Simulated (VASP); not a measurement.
Shape and ions are relaxed at each volume.

Energy against volume of NiSb (NiAs type). These are revPBE GGA, VASP's PBE PAW potentials (set 64) (plane waves; VASP 6.6.1) values and carry that method's errors.

| V (Å³/atom) | E (eV/atom) |
|---|---|
| 16.907 | -4.68070 |
| 17.447 | -4.69766 |
| 17.986 | -4.70216 |
| 18.526 | -4.69616 |
| 19.065 | -4.68137 |

Question: Fit a third-order Birch-Murnaghan equation of state.

Answer: 
```json
{
  "volume_per_atom": "17.93 Å³/atom",
  "bulk_modulus": "105 GPa",
  "pressure_derivative_of_the_bulk_modulus": "4.80"
}
```

The compound is NiSb in the NiAs type structure. It was relaxed first. The run is not spin-polarised, so no magnetic state was tried.
